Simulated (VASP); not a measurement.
Energy against volume of Na (bcc). Calculation: PBEsol GGA, VASP's PBE PAW potentials (set 64) (plane waves; VASP).

```tsv
V (Å³/atom)	E (eV/atom)
34.103	-1.39262
35.192	-1.39539
36.280	-1.39632
37.369	-1.39564
38.457	-1.39354
```

Fit a third-order Birch-Murnaghan equation of state.

The volume per atom comes out as 36.34 Å³/atom and the bulk modulus comes out as 7.9 GPa. The pressure derivative of the bulk modulus is 3.32 and the lattice constant a comes out as 4.173 Å.

Measured: bulk modulus 7.9 GPa at 0 K (computed value off by -0.5 %), as given by Daniel Mejia-Rodriguez et al., Physical Review B (2018), arXiv:1807.09216 [0 K value with the zero-point phonon effect removed]; a 4.214 Å at 0 K (computed value off by -1.0 %), as given by Daniel Mejia-Rodriguez et al., Physical Review B (2018), arXiv:1807.09216 [static lattice: zero-point anharmonic expansion removed].

The compound is Na in the bcc structure. It was relaxed first, which changed the volume by -6 %.
